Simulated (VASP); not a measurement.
All values below come from LDA (Ceperley-Alder, Perdew-Zunger), VASP's LDA PAW potentials (set 64) (plane waves; VASP).

The input files of a VASP run:

### INCAR
```
SYSTEM = Au
PREC = Accurate; ENCUT = 400; LREAL = .FALSE.
LASPH = .TRUE.
EDIFF = 1E-7; NELM = 100; ALGO = Normal
LMAXMIX = 6
ISMEAR = -5
ISIF = 2
LWAVE = .FALSE.; LCHARG = .TRUE.; LORBIT = 11
NEDOS = 601
```

**POSCAR**
```
Au
1.0
 -1.6076416883   1.6076416883   1.6076416883
  1.6076416883  -1.6076416883   1.6076416883
  1.6076416883   1.6076416883  -1.6076416883
Au
1
Cartesian
  0.0000000000   0.0000000000   0.0000000000
```

File KPOINTS:
```
Automatic
0
gamma
18 18 18
0 0 0
```

POTCAR, in this order: Au (LDA.64 set). Program: vasp_std.

Unless said otherwise, spin-orbit coupling is left out, though it shifts the bands of the heavy elements here.

Predict the energy per atom (σ→0), band gap (on the k-mesh).

```yaml
energy per atom (σ→0): -4.423 eV/atom
band gap (on the k-mesh): none (metal, semimetal or under 0.01 eV)
```

**OSZICAR**
```
...
DAV:   5    -0.476396324642E+01   -0.46592E-05   -0.46629E-05  3761   0.674E-02    0.100E+01
DAV:   6    -0.445132896587E+01    0.31263E+00   -0.10456E+00  3532   0.973E+00    0.623E+00
DAV:   7    -0.442685414659E+01    0.24475E-01   -0.81588E-02  3717   0.260E+00    0.295E+00
DAV:   8    -0.442316155548E+01    0.36926E-02   -0.19876E-03  3626   0.551E-01    0.247E-01
DAV:   9    -0.442315810960E+01    0.34459E-05   -0.79330E-06  3788   0.351E-02    0.119E-02
DAV:  10    -0.442315896994E+01   -0.86034E-06   -0.88473E-07  3826   0.894E-03    0.936E-04
DAV:  11    -0.442315898071E+01   -0.10765E-07   -0.24801E-08  2012   0.160E-03
   1 F= -.44231590E+01 E0= -.44231590E+01  d E =0.000000E+00
```

The structure comes from a computed database's Au entry (Im-3m); how it stands against other phases isn't given here. It was relaxed first, which changed the volume by -9 %.
